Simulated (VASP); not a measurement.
Data:

```yaml
crystal:
  lattice:
    - [1.25200, -2.16853, 0.00000]
    - [1.25200, 2.16853, 0.00000]
    - [0.00000, 0.00000, 6.66000]
  atoms:
    - { symbol: B, position: [0.33333, 0.66667, 0.25000] }
    - { symbol: B, position: [0.66667, 0.33333, 0.75000] }
    - { symbol: N, position: [0.66667, 0.33333, 0.25000] }
    - { symbol: N, position: [0.33333, 0.66667, 0.75000] }
```

Calculation: PBE GGA, VASP's PBE PAW potentials (set 64) (plane waves; VASP). Settings: 520 eV cut-off, 9×9×3 Γ-centred mesh, Gaussian smearing of 0.050 eV, potentials B N.

Q: What does the run give for the energy per atom (σ→0), pressure?

A: 
| Item | Result |
|---|---|
| energy per atom (σ→0) | -8.789 eV/atom |
| pressure | 3.40 GPa |

Only differences to runs with the same potentials and settings are physical.

The compound is BN in the hex structure. The cell was not relaxed at this level.
